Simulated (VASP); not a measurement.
Level of theory: r2SCAN meta-GGA, VASP's PBE PAW potentials (set 64) (plane waves; VASP).

A VASP calculation is set up with these files.

**KPOINTS**
```
K-points
0
Gamma
 7 7 7
```

### INCAR
```
# general
SYSTEM  = CsI
PREC    = Normal
ENCUT   = 400
LREAL   = F
LASPH   = T

# electronic loop
EDIFF   = 1E-5
NELM    = 100
NELMIN  = 4
ALGO    = Normal
LMAXMIX = 4
LMIXTAU = T

# smearing
ISMEAR  = 0
SIGMA   = 0.05

# functional
METAGGA = R2SCAN

# ions
IBRION  = 2
NSW     = 20
ISIF    = 2
EDIFFG  = -0.03

# output
LWAVE   = F
LCHARG  = F
```

File POSCAR:
```
CsI
1.0
  4.6129780225   0.0000000000   0.0000000000
  0.0000000000   4.6129780225   0.0000000000
  0.0000000000   0.0000000000   4.6129780225
Cs I
1 1
direct
  0.0000000000   0.0000000000   0.0000000000
  0.5000000000   0.5000000000   0.5000000000
```

POTCAR, in this order: Cs_sv I (PBE.64 set). Program: vasp_std.

### Question
Predict the energy per atom (σ→0).

### Answer

```yaml
energy per atom (σ→0): -26.561 eV/atom
```

### OSZICAR
```
...
DAV:  13    -0.531172767112E+02    0.65133E-03   -0.73276E-04   580   0.279E-01    0.831E-02
DAV:  14    -0.531215620293E+02   -0.42853E-02   -0.72747E-03   488   0.902E-01    0.340E-02
DAV:  15    -0.531218748418E+02   -0.31281E-03   -0.25596E-04   568   0.164E-01    0.128E-02
DAV:  16    -0.531224217557E+02   -0.54691E-03   -0.19991E-04   496   0.170E-01    0.891E-03
DAV:  17    -0.531225301976E+02   -0.10844E-03   -0.59745E-05   536   0.862E-02    0.479E-03
DAV:  18    -0.531225552256E+02   -0.25028E-04   -0.10811E-05   352   0.381E-02    0.318E-03
DAV:  19    -0.531225559873E+02   -0.76165E-06   -0.85772E-07   292   0.104E-02
   1 F= -.53122556E+02 E0= -.53122556E+02  d E =-.531226E+02
```

The compound is CsI in the CsCl type structure. It was relaxed first.
